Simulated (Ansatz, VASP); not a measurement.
**Mn3GeC in two plane-wave programs**

One calculation is typed for both programs; each brings its own data sets. How far apart do they land? Of the first pair: The two relaxations start from unlike cells of this crystal (the structure described is Ansatz's start), so only their ends are compared.

Calculated with Ansatz 0.2.0; plane waves, with VASP 6.6.1 beside it; relaxation of cell and atoms at PBEsol.

## 1. Starting point

Symmetry: Pm-3m, No. 221, cubic system. The conventional cell has a = 3.793 Å, b = 3.793 Å, c = 3.793 Å, α = 90.00°, β = 90.00°, γ = 90.00°. Nearest to Mn lie 2 C at 1.90 Å and 8 Mn at 2.68 Å and 4 Ge at 2.68 Å. Ge has 12 Mn at 2.68 Å nearest. Nearest to C lie 6 Mn at 1.90 Å. Farther neighbours are not listed.

Coordinates:

```cif
data_structure
_symmetry_space_group_name_H-M 'P 1'
_symmetry_Int_Tables_number 1
_cell_length_a 3.7934
_cell_length_b 3.7934
_cell_length_c 3.7934
_cell_angle_alpha 90.000
_cell_angle_beta 90.000
_cell_angle_gamma 90.000
_cell_volume 54.58
loop_
_atom_site_label
_atom_site_type_symbol
_atom_site_fract_x
_atom_site_fract_y
_atom_site_fract_z
_atom_site_occupancy
Mn1 Mn 0.50000 0.00000 0.50000 1
Mn2 Mn 0.00000 0.50000 0.50000 1
Mn3 Mn 0.50000 0.50000 0.00000 1
Ge4 Ge 0.00000 0.00000 0.00000 1
C5 C 0.50000 0.50000 0.50000 1
```

## 2. Ansatz: relaxation of cell and atoms, PBEsol, pair 1

Ansatz runs on its PAW soft_1 files.

The relaxed volume is the usual yardstick between codes: in a stiff, nearly cubic crystal its relative difference is about their pressure difference at one cell divided by the bulk modulus.

File input.yaml:

```yaml
crystal:
  lattice:
    - [3.793362, 0.0, 0.0]
    - [0.0, 3.793362, 0.0]
    - [0.0, 0.0, 3.793362]
  atoms:
    - { symbol: Mn, position: [0.5, 0.0, 0.5], spin: 0.98 }
    - { symbol: Mn, position: [0.0, 0.5, 0.5], spin: 0.98 }
    - { symbol: Mn, position: [0.5, 0.5, 0.0], spin: 0.98 }
    - { symbol: Ge, position: [0.0, 0.0, 0.0] }
    - { symbol: C, position: [0.5, 0.5, 0.5] }
kpoints:
  mp_grid: { grid: [6, 6, 6] }
hamiltonian:
  xc: pbesol
  pseudopotentials: { kind: paw, azcp: { folder: soft_1 }, xc_functional: pbe }
scf:
  occupations: { method: gaussian, width: 0.1 }
output:
  forces: true
  stress: true
  eigenvalues: true
  populations: true
magnetization:
  spin_polarized: true
relax:
  adjacent_minimum: "off"
  f_tol: 0.05
  max_steps: 80
  cell: { stress_tol: 0.5 }
```

Command:

```bash
$ ansatz run input.yaml --threads 4 --pin off --max-ram 10240MiB --backend cpu --events-out ev --progress --plain --runs-dir out
```

Numbers of over 12 decimals in the logs are rounded to 6 here.

Log:

```text
The last accepted step is kept in <dir> (removed where the run ends without a failure and the disk answers)
Engine: ansatz 0.2.0, aarch64-unknown-linux-gnu
Pseudopotentials: kind: paw
Pseudopotential: Mn, paw, valence charge 15, recommended cutoff 420 eV (normal), soft_1/Mn.paw.azcp
Pseudopotential: Ge, paw, valence charge 14, recommended cutoff 420 eV (normal), soft_1/Ge.paw.azcp
Pseudopotential: C, paw, valence charge 4, recommended cutoff 420 eV (normal), soft_1/C.paw.azcp
Functional definition: PBEsol
  exchange = pbesol_x
  correlation = pbesol_c
Crystal: 5 atoms, lattice volume = 54.585 Å³
Basis set: ecut = 420 eV, 1045 PW (Γ), exchange–correlation on 54×54×54 points (8 copies of the dense FFT grid, shifted against one another)
Bands: 40, of which v1, the nominal top of the filled ones, is band 32 counted from 1 (31 counted from 0)
Symmetry: 48 space group operations
Space group: Pm-3m (ITA 221), of the structure as read, at distance tolerance 3.8e-5 Å
Magnetic group: BNS 221.92 (UNI 1594), of the structure as read, at distance tolerance 3.8e-5 Å
k-points: 20 of 216
Non-local potential: Mn, projectors of the file, l = 0: 3, l = 1: 2, l = 2: 3, l = 3: 1
Non-local potential: Ge, projectors of the file, l = 0: 2, l = 1: 2, l = 2: 3, l = 3: 1
Non-local potential: C, projectors of the file, l = 0: 2, l = 1: 2, l = 2: 1
PAW form: soft (Blöchl's): semilocal exchange-correlation on the pseudo side does not see the compensation charge
PAW frozen core: Mn, regenerated for the run's functional, and the local potential with it (the file was generated under x = pbe(κ = 0.804, μ = 0.219515), c = pbe(β = 0.066725))
PAW frozen core: Ge, regenerated for the run's functional, and the local potential with it (the file was generated under x = pbe(κ = 0.804, μ = 0.219515), c = pbe(β = 0.066725))
PAW frozen core: C, regenerated for the run's functional, and the local potential with it (the file was generated under x = pbe(κ = 0.804, μ = 0.219515), c = pbe(β = 0.066725))
PAW one-centre angular grid: Mn, 590 points (default); XC on 64 Gauss nodes
PAW one-centre angular grid: Ge, 590 points (default); XC on 64 Gauss nodes
PAW one-centre angular grid: C, 110 points (default); XC on 64 Gauss nodes
Initial density: superposition of atomic densities (chi_scale 0.1, normalization cell, long waves kept (reshape's long-wave potential 0.00 eV rms))
Starting moments: Σ|m| = 2.94 μB on 3 of 5 sites
Initial wavefunctions: pseudopotential atomic-orbital guess
Functional: x = pbesol(κ = 0.804, μ = 0.123457), c = pbesol(β = 0.046)
SCF iter   1: F=—  HF=-16106.696997 eV  |F-HF|=—  |Δ(HF+E_count)|=         —  Δρ=5.83e-2 (↑5.48e-2 ↓5.83e-2)  dr2=7.51e0  dr2_m=1.93e-1  M=2.605 μB ∫|m|=2.868 μB  β_m=0.30  ethr=3.10e-3  ⟨swp⟩=5.0  Hψ=5099  notcnv=0
Mixer restart at iter 1: flushing history
preconditioner: auto → Kerker (q_TF=auto, 2.794 Å⁻¹)  [metal: Δε(μ)=0.048 eV  Ē_g=11.880 eV  σ=0.100 eV  W_gap=0.26  n_scr=18 (ndim 8)  ℏωp=31.4 eV  f_vac=0.000  D(μ)=2.51/eV (n_scr^D=26)]
spin=Collinear: Kerker preconditioning applied to the charge; magnetization (m = ρ↑ − ρ↓) channel mixes plain (no charge-response kernel on spin).
SCF iter   2: F=—  HF=-16104.325005 eV  |F-HF|=—  |Δ(HF+E_count)|=    2.37e0  Δρ=2.88e-2 (↑2.76e-2 ↓2.88e-2)  dr2=2.05e0  dr2_m=1.13e-1  M=2.659 μB ∫|m|=2.959 μB  β_m=0.39  ethr=3.10e-3  ⟨swp⟩=2.2  Hψ=2647  notcnv=0  defer=95
SCF iter   3: F=—  HF=-16105.645627 eV  |F-HF|=—  |Δ(HF+E_count)|=    1.32e0  Δρ=2.09e-2 (↑2.09e-2 ↓1.63e-2)  dr2=8.03e-1  dr2_m=4.04e-2  M=2.704 μB ∫|m|=3.038 μB  β_m=0.69  ethr=3.10e-3  ⟨swp⟩=2.0  Hψ=2227  notcnv=0  defer=103
SCF iter   4: F=—  HF=-16107.048020 eV  |F-HF|=—  |Δ(HF+E_count)|=    1.40e0  Δρ=1.61e-2 (↑1.61e-2 ↓1.07e-2)  dr2=4.86e-1  dr2_m=6.22e-3  M=2.753 μB ∫|m|=3.134 μB  β_m=0.78  ethr=1.28e-3  ⟨swp⟩=2.0  Hψ=2175  notcnv=0  defer=103
SCF iter   5: F=—  HF=-16107.080370 eV  |F-HF|=—  |Δ(HF+E_count)|=   3.24e-2  Δρ=5.54e-3 (↑5.19e-3 ↓5.54e-3)  dr2=4.20e-2  dr2_m=1.87e-4  M=2.768 μB ∫|m|=3.188 μB  β_m=0.86  ethr=7.72e-4  ⟨swp⟩=2.5  Hψ=2617  notcnv=0  defer=92
SCF iter   6: F=—  HF=-16107.098266 eV  |F-HF|=—  |Δ(HF+E_count)|=         —  Δρ=4.21e-3 (↑1.56e-3 ↓4.21e-3)  dr2=1.02e-2  dr2_m=1.60e-3  M=2.822 μB ∫|m|=3.254 μB  β_m=0.86  ethr=6.67e-5  ⟨swp⟩=2.1  Hψ=2827  notcnv=0  defer=82
Mixer restart at iter 6: flushing history
SCF iter   7: F=—  HF=-16107.102821 eV  |F-HF|=—  |Δ(HF+E_count)|=   4.55e-3  Δρ=3.18e-3 (↑3.18e-3 ↓1.56e-3)  dr2=1.24e-3  dr2_m=2.52e-3  M=2.875 μB ∫|m|=3.320 μB  β_m=0.79  ethr=1.61e-5  ⟨swp⟩=2.0  Hψ=2997  notcnv=0  defer=82
SCF iter   8: F=—  HF=-16107.099973 eV  |F-HF|=—  |Δ(HF+E_count)|=   2.85e-3  Δρ=1.35e-3 (↑5.07e-4 ↓1.35e-3)  dr2=5.64e-4  dr2_m=3.69e-4  M=2.872 μB ∫|m|=3.320 μB  β_m=0.90  ethr=1.97e-6  ⟨swp⟩=2.1  Hψ=3045  notcnv=0  defer=82
[...]
Initial wavefunctions: pseudopotential atomic-orbital guess (no wavefunctions were taken with the density)
iter 1 solved again at ethr=4.13e-8 eV; its pass at ethr=3.10e-3 eV (dr2=2.60e-5 eV) is discarded
SCF iter   1: F=—  HF=-16107.164170 eV  |F-HF|=—  |Δ(HF+E_count)|=         —  Δρ=6.29e-5 (↑6.05e-5 ↓6.29e-5)  dr2=2.93e-6  dr2_m=2.61e-8  M=2.642 μB ∫|m|=3.024 μB  β_m=0.65  ethr=4.13e-8  ⟨swp⟩=3.8  Hψ=9617  notcnv=0
preconditioner: auto → none  [metal: Δε(μ)=0.045 eV  Ē_g=11.722 eV  σ=0.100 eV  W_gap=0.25  n_scr=6 (ndim 8)  ℏωp=32.0 eV  f_vac=0.000  D(μ)=3.33/eV (n_scr^D=32)]
SCF iter   2: F=—  HF=-16107.164176 eV  |F-HF|=—  |Δ(HF+E_count)|=   5.51e-6  Δρ=3.40e-5 (↑3.40e-5 ↓3.36e-5)  dr2=3.21e-6  dr2_m=5.99e-9  M=2.642 μB ∫|m|=3.024 μB  β_m=0.38  ethr=4.66e-9  ⟨swp⟩=2.0  Hψ=2382  notcnv=0
SCF iter   3: F=—  HF=-16107.164177 eV  |F-HF|=—  |Δ(HF+E_count)|=   1.75e-6  Δρ=2.30e-5 (↑2.13e-5 ↓2.30e-5)  dr2=1.94e-7  dr2_m=3.51e-9  M=2.642 μB ∫|m|=3.024 μB  β_m=0.58  ethr=4.66e-9  ⟨swp⟩=2.0  Hψ=2166  notcnv=0
SCF iter   4: F=—  HF=-16107.164180 eV  |F-HF|=—  |Δ(HF+E_count)|=   2.88e-6  Δρ=7.99e-6 (↑7.99e-6 ↓5.98e-6)  dr2=9.33e-8  dr2_m=9.95e-10  M=2.642 μB ∫|m|=3.024 μB  β_m=0.52  ethr=3.08e-10  ⟨swp⟩=2.0  Hψ=2180  notcnv=0
SCF iter   5: F=—  HF=-16107.164180 eV  |F-HF|=—  |Δ(HF+E_count)|=   9.52e-8  Δρ=2.61e-6 (↑2.14e-6 ↓2.61e-6)  dr2=8.34e-9  dr2_m=2.20e-10  M=2.642 μB ∫|m|=3.024 μB  β_m=0.69  ethr=1.48e-10  ⟨swp⟩=2.0  Hψ=2224  notcnv=0
SCF iter   6: F=—  HF=-16107.164180 eV  |F-HF|=—  |Δ(HF+E_count)|=   1.00e-7  Δρ=1.25e-6 (↑1.25e-6 ↓9.25e-7)  dr2=2.51e-9  dr2_m=4.11e-11  M=2.642 μB ∫|m|=3.024 μB  β_m=0.70  ethr=1.32e-11  ⟨swp⟩=2.8  Hψ=2888  notcnv=0
SCF iter   7: F=—  HF=-16107.164180 eV  |F-HF|=—  |Δ(HF+E_count)|=   1.15e-8  Δρ=5.83e-7 (↑5.83e-7 ↓3.34e-7)  dr2=4.58e-10  dr2_m=1.26e-11  M=2.642 μB ∫|m|=3.024 μB  β_m=0.70  ethr=3.98e-12  ⟨swp⟩=2.9  Hψ=3117  notcnv=0
SCF iter   8: F=-16107.164180 eV  HF=-16107.164180 eV  |F-HF|=1.27e-9  |Δ(HF+E_count)|=   2.63e-9  Δρ=9.79e-7 (↑9.79e-7 ↓7.21e-7)  dr2=1.46e-9  dr2_m=1.02e-11  M=2.642 μB ∫|m|=3.024 μB  ethr=1.00e-12  ⟨swp⟩=2.0  Hψ=4891  notcnv=0
SCF 4 converged in 8 iterations: F = -16107.164180 eV  dr2 = 1.46e-9
relax step   4: F+E_penalty+E_count = -16107.16418048 eV  Δ(F+E_penalty+E_count) = +3.949e-3 eV  max|allowed force component| = 1.387e-28 eV/Å  Δτ_max = 0.0000 Å  P = +0.344 GPa  Ω = 52.365 Å³  stress off target by 3.44e-1 GPa  SCF on the basis re-selected at this cell (its energy is not comparable with the rows above)  (8 SCF iters)
basis re-selected at this cell: Δ(F+E_penalty+E_count) = +3.949e-3 eV, ΔP = -0.052 GPa vs the last step (what re-selecting the basis moved, of the pressure what is left beyond the Pulay correction that the steps carried, after the strain that the cell walked since its last selection, with what the two solves' SCF thresholds leave and, on support functions, any second-order correction that the steps lacked; it is no m [...]
an SCF from ferrimagnetic starting moments (2.00, 2.00, -2.00, 0.00, 0.00 Bohr magnetons, atom by atom) was not made, so that it is not known whether that order lies lower: the deck asks for what bars it, or types moments that do (magnetization.spin_polarized, in the input reference, names some of the keys), or the run goes by scf.lower_state_search: light, the default, which as a rule tries one only behind a close t [...]
SCF converged after 8 iterations
Magnetization: 2.6420 μB (32.8210 up, 30.1790 down)
Absolute magnetization: 3.0220 μB (∫|ρ↑−ρ↓|, with the PAW one-centre terms)
Spin contamination: 0.0334 ħ² per cell (⟨S²⟩ above its minimum at these occupations)
Per-site moments (μB) at R_I (Å): [(0.800771, 0.771625), (0.800771, 0.771625), (0.800771, 0.771625), (-0.074255, 1.091243), (-0.076354, 0.771625)]
Free energy (F): -16107.164180 eV
Harris-Foulkes:  -16107.164180 eV  (|F-HF|=1.27e-9)
Internal energy: -16107.147521 eV  (E = F + TS)
E sigma→0 (E₀):  -16107.155851 eV
Entropy (-TS):   -0.016659 eV (-3.332 meV/atom)
Fermi energy:    18.121514 eV
--- Per-component energies (eV) ---
  E_band       = -557.651563
  E_kinetic    = 1154.007977
  E_local      = -7492.701189  (includes V_loc(G=0)·N_el)
  E_nonlocal   = 1621.693232
  E_hartree    = 3030.983816
  E_xc         = -450.544796
  E_vxc        = -550.714932  (∫ρ·V_xc dr)
  E_paw        = -5963.544282  (= ΣΔE_a)
  E_vpaw       = -1351.901570  (= ΣTr[D̂ρ^β])
  E_aug_tail   = 0.000258  (compensation charges beyond the density's cutoff)
  E_ewald      = -8008.490528
  E_core_change = 1.447990  (= ΣΔE_core)
  E_smearing   = -0.016659  (= −TS)
  E_closure    = -0.000000  (closes the sum)
  Σ components = -16107.164180   (vs F -16107.164180, Δ=0.00e0)
--- Forces (eV/Å), atoms counted from 1 ---
  atom   1  Mn    -0.00000000     0.00000000     0.00000000
  atom   2  Mn     0.00000000    -0.00000000    -0.00000000
  atom   3  Mn    -0.00000000    -0.00000000    -0.00000000
  atom   4  Ge     0.00000000     0.00000000    -0.00000000
  atom   5  C      0.00000000     0.00000000     0.00000000
  max |Σ_I F_I| component: 1.48e-28 eV/Å
--- Stress (GPa, compression-positive) ---
        0.343567       0.000000      -0.000000
        0.000000       0.343567      -0.000000
       -0.000000      -0.000000       0.343567
  P = ⅓ Tr σ = 0.3436 GPa (3.436 kbar)
--- Band table (eV; the first three rows and the last of 40) ---
  k-point 0 ↑: bands = [... 28 lower, 17.1146, 17.1146, 17.6926, 17.6926, 18.9374, 18.9953, 18.9953, 18.9953, ... 4 higher]
  k-point 1 ↑: bands = [... 28 lower, 17.0727, 17.1537, 17.1537, 17.6952, 18.7657, 18.9958, 19.1128, 19.1128, ... 4 higher]
  k-point 2 ↑: bands = [... 28 lower, 16.7580, 17.2061, 17.2061, 17.6727, 18.3225, 18.9966, 19.5080, 19.5080, ... 4 higher]
  k-point 19 ↓: bands = [... 28 lower, 17.1198, 17.1198, 17.1198, 18.9927, 18.9927, 19.6001, 19.6001, 19.6001, ... 4 higher]
--- Relaxed structure (3 steps of the walk, 3 accepted, 1 SCFs on fresh bases) ---
  F+E_penalty+E_count = -16107.16418048 eV   max|allowed force component| = 1.387e-28 eV/Å   (the final SCF, on the basis selected at the relaxed cell)
  cell:  # Å, volume = 52.3645 Å³
    - [3.741212, 0, 0]
    - [0, 3.741212, 0]
    - [0, 0, 3.741212]
  atoms:
    - { symbol: Mn, position: [0.500000, 0, 0.500000] }
    - { symbol: Mn, position: [0, 0.500000, 0.500000] }
    - { symbol: Mn, position: [0.500000, 0.500000, 0] }
    - { symbol: Ge, position: [0, 0, 0] }
    - { symbol: C, position: [0.500000, 0.500000, 0.500000] }
--- Löwdin populations: 5 sites ---
  site symbol       q [e]    m [muB]
     0     Mn     14.4337     0.9738
     1     Mn     14.4337     0.9738
     2     Mn     14.4337     0.9738
     3     Ge     14.4740    -0.1626
     4      C      4.7966    -0.1173
  spilling = 0.006797 (of n_electrons = 63.000000)
```

(Part 1 of 3 ends here.)

[Lines on the potential files, build, host, timing and source positions are cut from VASP's logs without a mark.]

[Logs are printed without paths, hosts, clocks, repeated set-up lines and the standing remarks that a program may print on its own settings, such as how far it seeks lower states.]

[Hosts, paths, dates, database ids (printed as entryN), source tags and the programs' standing remarks are cut or masked in the printed files.]
